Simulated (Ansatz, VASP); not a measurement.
# WS2 (Tungstenite): VASP beside Ansatz, part 2 of 3

One calculation is typed for both programs; each brings its own data sets. How far apart do they land? The cell is taken from a series of runs on this material, whose earlier steps may have relaxed, scaled, displaced or heated it; both programs get it as it stands.

VASP 6.6.1 and Ansatz 0.2.0.

So far: Set-up; Ansatz: zone-centre phonons, r2SCAN.

### Step 3. VASP: zone-centre phonons, r2SCAN

Level of this step: r2SCAN, no spin polarisation; plane waves and PAW (W, S) (VASP).

The same cell, functional and mesh now go to VASP, with its own data sets.

Lines of VASP's logs that name or quote its potential files are left out, and so is its time.

INCAR reads:

```
SYSTEM = WS2
PREC = Accurate
ENCUT = 660
EDIFF = 1E-08
NELM = 120
ISMEAR = 0
SIGMA = 0.01
LREAL = .FALSE.
ALGO = Normal
METAGGA = R2SCAN
LASPH = .TRUE.
NBANDS = 24
LORBIT = 11
LWAVE = .FALSE.
LCHARG = .FALSE.
ISIF = 2
IBRION = 6
NFREE = 2
POTIM = 0.015
NSW = 1
GGA_COMPAT = .FALSE.
EFERMI = MIDGAP
LMIXTAU = .TRUE.
KPAR = 2
```

POSCAR reads:

```
WS2
1.0
    3.1815822803      0.0000000000      0.0000000000
   -1.5907911402      2.7553310790      0.0000000000
    0.0000000000      0.0000000000     13.0703697034
W S
2 4
Direct
    0.3333333333      0.6666666667      0.2500000000
    0.6666666667      0.3333333333      0.7500000000
    0.3333333333      0.6666666667      0.6306824130
    0.6666666667      0.3333333333      0.1306824130
    0.3333333333      0.6666666667      0.8693175870
    0.6666666667      0.3333333333      0.3693175870
```

KPOINTS reads:

```
Automatic mesh
0
Gamma
9 9 2
0 0 0
```

Potentials, in the order of the species: W and S (PBE family, release 64).

Command:

```console
$ mpirun -np 2 vasp_std
```

The program printed:

```text
[banner, memory and clock lines left out]
running    2 mpi-ranks, on    1 nodes
 distrk:  each k-point on    1 cores,    2 groups
 distr:  one band on    1 cores,    1 groups

 POSCAR found type information on POSCAR W S
 POSCAR found :  2 types and       6 ions
|                                                                             |
|               ----> ADVICE to this user running VASP <----                  |
|                                                                             |
|     You enforced a specific xc type in the INCAR file but a different       |
|     [... a line on the potential file left out ...]
|     I HOPE YOU KNOW WHAT YOU ARE DOING!                                     |
|                                                                             |

 LDA part: xc-table for (None), standard interpolation
 POSCAR, INCAR and KPOINTS ok, starting setup
 FFT: planning ... GRIDC
 FFT: planning ... GRID_SOFT
 FFT: planning ... GRID
 WAVECAR not read
 entering main loop
       N       E                     dE             d eps       ncg     rms          rms(c)
DAV:   1     0.136166719903E+03    0.13617E+03   -0.18945E+04  1152   0.165E+03
DAV:   2    -0.126923074960E+03   -0.26309E+03   -0.25395E+03  1552   0.322E+02
DAV:   3    -0.146776743027E+03   -0.19854E+02   -0.19703E+02  1600   0.825E+01
DAV:   4    -0.147200925536E+03   -0.42418E+00   -0.42328E+00  1520   0.137E+01
DAV:   5    -0.147213746496E+03   -0.12821E-01   -0.12811E-01  1640   0.205E+00    0.363E+01
DAV:   6    -0.145628049699E+03    0.15857E+01   -0.12140E+01  1616   0.180E+01    0.196E+01
DAV:   7    -0.141352169708E+03    0.42759E+01   -0.43557E+00  1584   0.132E+01    0.102E+01
DAV:   8    -0.141294521942E+03    0.57648E-01   -0.69324E-01  1640   0.583E+00    0.657E-01
DAV:   9    -0.140596090754E+03    0.69843E+00   -0.16496E-01  1448   0.284E+00    0.554E-01
DAV:  10    -0.140387684249E+03    0.20841E+00   -0.10787E-01  1280   0.295E+00    0.462E-01
DAV:  11    -0.140295113001E+03    0.92571E-01   -0.48707E-02  1384   0.172E+00    0.447E-01
DAV:  12    -0.140403007868E+03   -0.10789E+00   -0.11913E-01  1248   0.299E+00    0.312E-01
DAV:  13    -0.140353900068E+03    0.49108E-01   -0.13988E-02  1408   0.101E+00    0.261E-01
DAV:  14    -0.140355504654E+03   -0.16046E-02   -0.72333E-03  1440   0.789E-01    0.121E-01
[...]
DAV:  21    -0.140357706901E+03   -0.28568E-05   -0.50307E-06  1312   0.236E-02    0.376E-03
DAV:  22    -0.140357707201E+03   -0.30009E-06   -0.93065E-08  1528   0.266E-03    0.334E-03
DAV:  23    -0.140357707461E+03   -0.25950E-06   -0.61513E-08  1352   0.234E-03    0.282E-03
DAV:  24    -0.140357708080E+03   -0.61993E-06   -0.33434E-07  1328   0.565E-03    0.357E-03
DAV:  25    -0.140357708242E+03   -0.16157E-06   -0.78186E-08  1432   0.180E-03    0.235E-03
DAV:  26    -0.140357708035E+03    0.20676E-06   -0.40619E-08  1232   0.138E-03    0.116E-03
DAV:  27    -0.140357708101E+03   -0.65334E-07   -0.53866E-09   816   0.556E-04    0.750E-04
DAV:  28    -0.140357708104E+03   -0.38835E-08   -0.61618E-09   792   0.588E-04
   1 F= -.14035771E+03 E0= -.14035771E+03  d E =0.000000E+00
[...]
4 F= -.14035395E+03 E0= -.14035395E+03  d E =0.000000E+00
[...]
5 F= -.14035395E+03 E0= -.14035395E+03  d E =0.000000E+00
[...]
6 F= -.14035651E+03 E0= -.14035651E+03  d E =0.000000E+00
[...]
7 F= -.14035651E+03 E0= -.14035651E+03  d E =0.000000E+00
[...]
8 F= -.14035648E+03 E0= -.14035648E+03  d E =0.000000E+00
 Finite differences progress:
  Degree of freedom:   4/  4
  Displacement:        1/  2
  Total:               7/  8
 bond charge predicted
       N       E                     dE             d eps       ncg     rms          rms(c)
DAV:   1    -0.140350755673E+03    0.57229E-02   -0.10396E+00  1184   0.454E+00    0.597E-01
DAV:   2    -0.140353127562E+03   -0.23719E-02   -0.41343E-02  1536   0.136E+00    0.513E-01
DAV:   3    -0.140354301567E+03   -0.11740E-02   -0.11749E-03  1352   0.271E-01    0.408E-01
DAV:   4    -0.140354135303E+03    0.16626E-03   -0.10070E-03  1480   0.239E-01    0.454E-02
DAV:   5    -0.140354609892E+03   -0.47459E-03   -0.61810E-04  1232   0.238E-01    0.305E-02
DAV:   6    -0.140354624839E+03   -0.14947E-04   -0.16744E-04  1312   0.112E-01    0.356E-02
DAV:   7    -0.140354664923E+03   -0.40084E-04   -0.83433E-05  1248   0.768E-02    0.200E-02
DAV:   8    -0.140354667590E+03   -0.26671E-05   -0.68093E-06  1520   0.172E-02    0.113E-02
DAV:   9    -0.140354673301E+03   -0.57103E-05   -0.43575E-06  1240   0.185E-02    0.377E-03
DAV:  10    -0.140354673806E+03   -0.50523E-06   -0.61379E-07  1464   0.721E-03    0.255E-03
DAV:  11    -0.140354674125E+03   -0.31896E-06   -0.29367E-07  1296   0.491E-03    0.155E-03
DAV:  12    -0.140354674347E+03   -0.22235E-06   -0.63187E-08  1416   0.261E-03    0.689E-04
DAV:  13    -0.140354674316E+03    0.31444E-07   -0.39947E-08  1432   0.183E-03    0.331E-04
DAV:  14    -0.140354674399E+03   -0.83713E-07   -0.13286E-08   736   0.839E-04    0.229E-04
DAV:  15    -0.140354674384E+03    0.15871E-07   -0.11903E-09   696   0.258E-04    0.175E-04
DAV:  16    -0.140354674392E+03   -0.86707E-08   -0.99144E-10   672   0.251E-04
   9 F= -.14035467E+03 E0= -.14035467E+03  d E =0.000000E+00
 Finite differences progress:
  Degree of freedom:   4/  4
  Displacement:        2/  2
  Total:               8/  8
```

Parts of OUTCAR (step 3):

```text
ion  position               nearest neighbor table
   1  0.333  0.667  0.250-   4 2.41   6 2.41   4 2.41   6 2.41   4 2.41   6 2.41
   2  0.667  0.333  0.750-   3 2.41   5 2.41   3 2.41   5 2.41   3 2.41   5 2.41
   3  0.333  0.667  0.631-   2 2.41   2 2.41   2 2.41
   4  0.667  0.333  0.131-   1 2.41   1 2.41   1 2.41
   5  0.333  0.667  0.869-   2 2.41   2 2.41   2 2.41
   6  0.667  0.333  0.369-   1 2.41   1 2.41   1 2.41

  LATTYP: Found a hexagonal cell.
 ALAT       =     3.1815822803
 C/A-ratio  =     4.1081350573

 Subroutine GETGRP returns: Found 24 space group operations
 (whereof 12 operations were pure point group operations)

The static configuration has the point symmetry D_3d.
 The point group associated with its full space group is D_6h.

 Found     24 irreducible k-points:

   k-points           NKPTS =     24   k-points in BZ     NKDIM =     24   number of bands    NBANDS=     24

   dimension x,y,z NGX =    28 NGY =   28 NGZ =  112
   dimension x,y,z NGXF=    56 NGYF=   56 NGZF=  224

   ENCUT  =  660.0 eV  48.51 Ry    6.96 a.u.   6.66  6.66 27.38*2*pi/ulx,y,z

   NELECT =      36.0000    total number of electrons

 k-points in reciprocal lattice and weights: Automatic mesh
   0.00000000  0.00000000  0.00000000       0.006
   0.11111111  0.00000000  0.00000000       0.037
   0.22222222  0.00000000  0.00000000       0.037
   0.33333333 -0.00000000  0.00000000       0.037
   0.44444444  0.00000000  0.00000000       0.037
   0.11111111  0.11111111  0.00000000       0.037
   0.22222222  0.11111111  0.00000000       0.074
   0.33333333  0.11111111  0.00000000       0.074
   0.44444444  0.11111111  0.00000000       0.037
[...]
0.33333333  0.22222222  0.50000000       0.074
   0.33333333  0.33333333  0.50000000       0.012

 average (electrostatic) potential at core
       1 -46.5668       2 -46.5733       3 -89.5996       4 -89.6136       5 -89.6092
       6 -89.6141

 E-fermi :   5.9514

 k-point     1 :       0.0000    0.0000    0.0000
  band No.  band energies     occupation
    ...
     14       3.0244      2.00000
     15       3.0244      2.00000
     16       3.4048      2.00000
     17       4.3424      2.00000
     18       5.2485      2.00000
     19       7.8164      0.00000
     20       7.8164      0.00000
     21       7.8236      0.00000
     22       7.8236      0.00000
     23       7.9302      0.00000
    ...

 k-point     2 :       0.1111    0.0000    0.0000
  band No.  band energies     occupation
    ...
     14       2.7149      2.00000
     15       3.0716      2.00000
     16       3.7323      2.00000
     17       4.3157      2.00000
     18       4.9351      2.00000
     19       7.4688      0.00000
     20       7.6873      0.00000
     21       7.7367      0.00000
     22       7.7519      0.00000
     23       7.7944      0.00000
    ...

 k-point     3 :       0.2222    0.0000    0.0000
  band No.  band energies     occupation
    ...
     14       2.4720      2.00000
     15       2.8517      2.00000
     16       3.4546      2.00000
     17       3.9819      2.00000
     18       4.1068      2.00000
     19       6.9369      0.00000
     20       7.4333      0.00000
     21       7.5448      0.00000
     22       7.6586      0.00000
     23       7.8719      0.00000
    ...

  FREE ENERGIE OF THE ION-ELECTRON SYSTEM (eV)
  ---------------------------------------------------
  free  energy   TOTEN  =      -140.3546743922 eV

  energy  without entropy=     -140.3546743922  energy(sigma->0) =     -140.35467439

 Eigenvectors and eigenvalues of the dynamical matrix
 ----------------------------------------------------

   1 f  =   13.134035 THz    82.523578 2PiTHz  438.104261 cm-1    54.317981 meV
             X         Y         Z           dx          dy          dz
     -0.000000  1.836887  3.267592     0.000000   -0.000000   -0.357051
      1.590791  0.918444  9.802777    -0.000000    0.000000    0.357051
     -0.000000  1.836887  8.243252     0.000000   -0.000000   -0.431575
      1.590791  0.918444  1.708067    -0.000000    0.000000    0.431575
     -0.000000  1.836887 11.362302     0.000000   -0.000000   -0.431575
      1.590791  0.918444  4.827117    -0.000000    0.000000    0.431575

   2 f  =   13.086315 THz    82.223745 2PiTHz  436.512496 cm-1    54.120628 meV
             X         Y         Z           dx          dy          dz
     -0.000000  1.836887  3.267592    -0.000000    0.000000    0.359584
      1.590791  0.918444  9.802777    -0.000000    0.000000    0.359584
     -0.000000  1.836887  8.243252     0.000000   -0.000000   -0.430523
      1.590791  0.918444  1.708067     0.000000   -0.000000   -0.430523
     -0.000000  1.836887 11.362302     0.000000   -0.000000   -0.430523
      1.590791  0.918444  4.827117     0.000000   -0.000000   -0.430523

   3 f  =   12.717483 THz    79.906301 2PiTHz  424.209563 cm-1    52.595259 meV
             X         Y         Z           dx          dy          dz
     -0.000000  1.836887  3.267592    -0.000000    0.000000    0.000000
      1.590791  0.918444  9.802777    -0.000000   -0.000000    0.000000
     -0.000000  1.836887  8.243252     0.000000    0.000000   -0.500000
      1.590791  0.918444  1.708067     0.000000   -0.000000   -0.500000
     -0.000000  1.836887 11.362302     0.000000    0.000000    0.500000
      1.590791  0.918444  4.827117     0.000000   -0.000000    0.500000

   4 f  =   12.663054 THz    79.564315 2PiTHz  422.394018 cm-1    52.370160 meV
             X         Y         Z           dx          dy          dz
     -0.000000  1.836887  3.267592    -0.000000    0.000000    0.000000
      1.590791  0.918444  9.802777     0.000000    0.000000   -0.000000
     -0.000000  1.836887  8.243252    -0.000000   -0.000000    0.500000
      1.590791  0.918444  1.708067     0.000000   -0.000000   -0.500000
     -0.000000  1.836887 11.362302    -0.000000   -0.000000   -0.500000
      1.590791  0.918444  4.827117     0.000000   -0.000000    0.500000

   5 f  =   10.642411 THz    66.868242 2PiTHz  354.992630 cm-1    44.013457 meV
             X         Y         Z           dx          dy          dz
     -0.000000  1.836887  3.267592     0.177173   -0.311727    0.000000
      1.590791  0.918444  9.802777    -0.177173    0.311727   -0.000000
     -0.000000  1.836887  8.243252     0.212944   -0.374664    0.000000
      1.590791  0.918444  1.708067    -0.212944    0.374664   -0.000000
     -0.000000  1.836887 11.362302     0.212944   -0.374664    0.000000
      1.590791  0.918444  4.827117    -0.212944    0.374664    0.000000

   6 f  =   10.642411 THz    66.868242 2PiTHz  354.992630 cm-1    44.013457 meV
             X         Y         Z           dx          dy          dz
     -0.000000  1.836887  3.267592     0.311727    0.177173    0.000000
      1.590791  0.918444  9.802777    -0.311727   -0.177173   -0.000000
     -0.000000  1.836887  8.243252     0.374664    0.212944    0.000000
      1.590791  0.918444  1.708067    -0.374664   -0.212944   -0.000000
     -0.000000  1.836887 11.362302     0.374664    0.212944   -0.000000
      1.590791  0.918444  4.827117    -0.374664   -0.212944    0.000000

   7 f  =   10.636060 THz    66.828337 2PiTHz  354.780779 cm-1    43.987191 meV
             X         Y         Z           dx          dy          dz
     -0.000000  1.836887  3.267592     0.177675   -0.312610    0.000000
      1.590791  0.918444  9.802777     0.177675   -0.312610    0.000000
     -0.000000  1.836887  8.243252    -0.212734    0.374296   -0.000000
      1.590791  0.918444  1.708067    -0.212734    0.374296   -0.000000
     -0.000000  1.836887 11.362302    -0.212734    0.374296   -0.000000
      1.590791  0.918444  4.827117    -0.212734    0.374296    0.000000

   8 f  =   10.636060 THz    66.828337 2PiTHz  354.780779 cm-1    43.987191 meV
             X         Y         Z           dx          dy          dz
     -0.000000  1.836887  3.267592    -0.312610   -0.177675   -0.000000
      1.590791  0.918444  9.802777    -0.312610   -0.177675   -0.000000
     -0.000000  1.836887  8.243252     0.374296    0.212734    0.000000
      1.590791  0.918444  1.708067     0.374296    0.212734    0.000000
     -0.000000  1.836887 11.362302     0.374296    0.212734   -0.000000
      1.590791  0.918444  4.827117     0.374296    0.212734   -0.000000

   9 f  =    8.890558 THz    55.861025 2PiTHz  296.557104 cm-1    36.768378 meV
             X         Y         Z           dx          dy          dz
     -0.000000  1.836887  3.267592     0.000000   -0.000000    0.000000
      1.590791  0.918444  9.802777     0.000000    0.000000   -0.000000
     -0.000000  1.836887  8.243252    -0.247065    0.434694    0.000000
      1.590791  0.918444  1.708067    -0.247065    0.434694    0.000000
     -0.000000  1.836887 11.362302     0.247065   -0.434694    0.000000
      1.590791  0.918444  4.827117     0.247065   -0.434694   -0.000000

  10 f  =    8.890558 THz    55.861025 2PiTHz  296.557104 cm-1    36.768378 meV
             X         Y         Z           dx          dy          dz
     -0.000000  1.836887  3.267592    -0.000000    0.000000    0.000000
      1.590791  0.918444  9.802777     0.000000    0.000000    0.000000
     -0.000000  1.836887  8.243252     0.434694    0.247065   -0.000000
      1.590791  0.918444  1.708067     0.434694    0.247065   -0.000000
     -0.000000  1.836887 11.362302    -0.434694   -0.247065    0.000000
      1.590791  0.918444  4.827117    -0.434694   -0.247065    0.000000

  11 f  =    8.861310 THz    55.677256 2PiTHz  295.581500 cm-1    36.647419 meV
             X         Y         Z           dx          dy          dz
     -0.000000  1.836887  3.267592    -0.000000    0.000000   -0.000000
      1.590791  0.918444  9.802777     0.000000    0.000000    0.000000
     -0.000000  1.836887  8.243252    -0.247064    0.434694    0.000000
      1.590791  0.918444  1.708067     0.247064   -0.434694   -0.000000
     -0.000000  1.836887 11.362302     0.247064   -0.434694    0.000000
      1.590791  0.918444  4.827117    -0.247064    0.434694    0.000000

  12 f  =    8.861310 THz    55.677256 2PiTHz  295.581500 cm-1    36.647419 meV
             X         Y         Z           dx          dy          dz
     -0.000000  1.836887  3.267592    -0.000000    0.000000    0.000000
      1.590791  0.918444  9.802777     0.000000   -0.000000   -0.000000
     -0.000000  1.836887  8.243252    -0.434694   -0.247064    0.000000
      1.590791  0.918444  1.708067     0.434694    0.247064   -0.000000
     -0.000000  1.836887 11.362302     0.434694    0.247064   -0.000000
      1.590791  0.918444  4.827117    -0.434694   -0.247064    0.000000

  13 f  =    0.791678 THz     4.974262 2PiTHz   26.407548 cm-1     3.274117 meV
             X         Y         Z           dx          dy          dz
     -0.000000  1.836887  3.267592     0.000000   -0.000000   -0.610340
      1.590791  0.918444  9.802777    -0.000000   -0.000000    0.610340
     -0.000000  1.836887  8.243252    -0.000000   -0.000000    0.252473
      1.590791  0.918444  1.708067     0.000000   -0.000000   -0.252473
     -0.000000  1.836887 11.362302    -0.000000   -0.000000    0.252473
      1.590791  0.918444  4.827117     0.000000   -0.000000   -0.252473
    [... 42 further lines ...]
      1.590791  0.918444  1.708067    -0.139904    0.212306   -0.000000
     -0.000000  1.836887 11.362302    -0.139904    0.212306   -0.000000
      1.590791  0.918444  4.827117    -0.139904    0.212306   -0.000000

 ELASTIC MODULI CONTR FROM IONIC RELAXATION (kBar)
 Direction    XX          YY          ZZ          XY          YZ          ZX
 --------------------------------------------------------------------------------
 XX        -402.0886   -292.6433   -979.4822      0.0000      0.0000      0.0000
 YY        -292.6433   -402.0886   -979.4822      0.0000     -0.0000      0.0000
 ZZ        -979.4822   -979.4822  -2761.8865      0.0000      0.0000      0.0000
 XY           0.0000      0.0000      0.0000    -54.7226     -0.0000      0.0000
 YZ          -0.0000     -0.0000      0.0000     -0.0000  -1360.1481      0.0000
 ZX           0.0000      0.0000      0.0000     -0.0000      0.0000  -1360.1497
 --------------------------------------------------------------------------------

 total charge
# of ion       s       p       d       tot
------------------------------------------
    1        0.541   0.711   4.236   5.487
    2        0.541   0.711   4.236   5.487
    3        1.351   2.382   0.000   3.732
    4        1.351   2.382   0.000   3.732
    5        1.351   2.382   0.000   3.732
    6        1.351   2.382   0.000   3.732
--------------------------------------------------
tot          6.484  10.948   8.472  25.904

[... 3 further parts left out ...]
```

CONTCAR:

```
WS2
   1.00000000000000
     3.1815822802999998    0.0000000000000000    0.0000000000000000
    -1.5907911401999999    2.7553310789999998    0.0000000000000000
     0.0000000000000000    0.0000000000000000   13.0703697034000008
  W               S
     2     4
Direct
     0.3333333332999970    0.6666666667000030    0.2500000000000000
     0.6666666667000030    0.3333333332999970    0.7500000000000000
     0.3333333332999970    0.6666666667000030    0.6295347790508189
     0.6666666667000030    0.3333333332999970    0.1306824130000024
     0.3333333332999970    0.6666666667000030    0.8693175869999976
     0.6666666667000030    0.3333333332999970    0.3693175869999976
```

This run has no spin polarisation, so a moment on W, if there is one, isn't seen. The last energy, forces, stress and levels in OUTCAR belong to the last displaced cell, not to the cell of POSCAR. The data set W keeps the semicore shell frozen, which is cheaper and a little less accurate.

Levels, forces or a CONTCAR printed for this step are those of its last displaced cell, not of the structure at rest.

[end of part 2 of 3]

[Lines on the potential files, build, host, timing and source positions are cut from VASP's logs without a mark.]

[Logs are printed without paths, hosts, clocks, repeated set-up lines and the standing remarks that a program may print on its own settings, such as how far it seeks lower states.]

[Hosts, paths, dates, database ids (printed as entryN), source tags and the programs' standing remarks are cut or masked in the printed files.]
